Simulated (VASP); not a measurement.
An input for Ansatz (written as the equivalent of a VASP run, and not itself run):

Ansatz 0.2 input:
```yaml
crystal:
  lattice:
    - [3.1178501, 0.0000000, 0.0000000]
    - [0.0000000, 3.1178501, 0.0000000]
    - [0.0000000, 0.0000000, 3.1178501]
  atoms:
    - { symbol: Al, position: [0.0000000, 0.0000000, 0.0000000] }
    - { symbol: P, position: [0.5000000, 0.5000000, 0.5000000] }
kpoints:
  mp_grid: { grid: [11, 11, 11] }
hamiltonian:
  xc: pbe
  pseudopotentials: { kind: paw }
scf:
  occupations: { method: methfessel_paxton, width: 0.1 }
  max_iter: 100
relax:
  max_steps: 60
  f_tol: 0.01
  cell: {}
output: { forces: true, stress: true, eigenvalues: true }
```

### Question
Write the VASP files for the same calculation (PBE).

### Answer
This is not unique; one that fits is 
**KPOINTS**
```
Automatic mesh
0
Gamma
11 11 11
0 0 0
```

INCAR:
```
SYSTEM = AlP
PREC = Accurate; ENCUT = 400; LREAL = .False.
LASPH = .True.
EDIFF = 1E-6; NELM = 100; ALGO = Normal
ISMEAR = 1; SIGMA = 0.1
GGA = PE
IBRION = 2; NSW = 60; ISIF = 3
EDIFFG = -0.01
LWAVE = .False.; LCHARG = .False.
```

**POSCAR**
```
AlP
1.0
  3.1178501491   0.0000000000   0.0000000000
  0.0000000000   3.1178501491   0.0000000000
  0.0000000000   0.0000000000   3.1178501491
Al P
1 1
Direct
  0.0000000000   0.0000000000   0.0000000000
  0.5000000000   0.5000000000   0.5000000000
```

POTCAR, in this order: Al P (PBE.64 set). Program: vasp_std.

What does not carry over: each code has its own PAW files, so the cut-off isn't converted (ENCUT is set for VASP's; basis.ecutwfc is left out, and Ansatz then takes the one that its files recommend); Ansatz stops its SCF on the density residual and VASP on the energy change (EDIFF).

The structure was generated: AlP was put into the CsCl type type (Pm-3m), which need not be its known phase. This run relaxes it. Symmetry was kept, so distortions that lower it aren't found. The start is the result of an earlier pass.
